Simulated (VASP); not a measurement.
Method: PBE GGA, VASP's PBE PAW potentials (set 64) (plane waves; VASP).

VASP ran on this input.

INCAR:
```
NSW = 40
ISIF = 3   ! ions, shape and volume
IBRION = 2   ! conjugate gradients
NELM = 100   ! most electronic steps
LCHARG = .False.
PSTRESS = 50   ! kbar
LWAVE = .False.
ISMEAR = 0
ENCUT = 620   ! plane-wave cut-off (eV)
LREAL = .False.   ! projection in real space or not
EDIFFG = -0.02
ALGO = Normal
EDIFF = 1E-6
SIGMA = 0.05
PREC = Accurate
LMAXMIX = 4   ! l cut-off of mixed one-centre charges
LASPH = .True.   ! aspherical one-centre terms
SYSTEM = SrTiO3
GGA = PE
```

### POSCAR
```
SrTiO3
1.0
  3.9394038694   0.0000000000   0.0000000000
  0.0000000000   3.9394038694   0.0000000000
  0.0000000000   0.0000000000   3.9394038694
Sr Ti O
1 1 3
Cart
  0.0000000000   0.0000000000   0.0000000000
  1.9697019347   1.9697019347   1.9697019347
  1.9697019347   0.0000000000   1.9697019347
  0.0000000000   1.9697019347   1.9697019347
  1.9697019347   1.9697019347   0.0000000000
```

**KPOINTS**
```
Automatic
0
gamma
6 6 6
0 0 0
```

POTCAR, in this order: Sr_sv Ti_sv O (PBE.64 set). Program: vasp_std.

Question: What will the output report for the number of irreducible k-points (NKPTS), largest plane-wave count, number of space-group operations, FFT grid (NGX, NGY, NGZ)?

Answer: 
```
Property                                      Result
--------------------------------------  ------------
number of irreducible k-points (NKPTS)            20
largest plane-wave count                        2176
number of space-group operations                  48
FFT grid (NGX, NGY, NGZ)                32 × 32 × 32
```

The compound is SrTiO3 in the cubic perovskite structure, the ideal cubic form; the compound distorts at low or room temperature. This run relaxes it under an external pressure of 5 GPa. Symmetry was kept, so distortions that lower it aren't found.
